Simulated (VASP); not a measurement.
Input:

```
CELL_PARAMETERS angstrom
      0.00000     2.43108     2.43108
      2.43108     0.00000     2.43108
      2.43108     2.43108     0.00000
ATOMIC_POSITIONS crystal
  Se 0.00000 0.00000 0.00000
  H  0.25000 0.25000 0.25000
  H  0.75000 0.75000 0.75000
```

All values below come from r2SCAN meta-GGA with spin-orbit coupling, VASP's PBE PAW potentials (set 64) (plane waves; VASP 6.6.1). Run with 400 eV cut-off, 10×10×10 Γ-centred mesh, Gaussian smearing of 0.050 eV, potentials Se H.

Task: Give the energies of bands 3 to 12 at the high-symmetry points, in eV from the Fermi level.

Result: 
```csv
band,Γ,X,U,L,W
3,0.26,-8.48,-7.70,-8.32,-6.97
4,0.26,-8.48,-7.70,-8.32,-6.97
5,0.65,-2.57,-5.91,-0.96,-6.86
6,0.65,-2.57,-5.91,-0.96,-6.86
7,0.79,-2.25,-1.62,-0.52,-2.85
8,0.79,-2.25,-1.62,-0.52,-2.85
9,0.79,-2.00,1.05,-0.20,4.40
10,0.79,-2.00,1.05,-0.20,4.40
11,2.02,4.37,6.91,5.84,4.58
12,2.02,4.37,6.91,5.84,4.58
```

It has no gap at this level: it comes out as a metal or semimetal.

The structure comes from a measured H2Se entry (Fm-3m) of the Crystallography Open Database, whose conditions weren't checked. It was relaxed first, which changed the volume by -47 %.
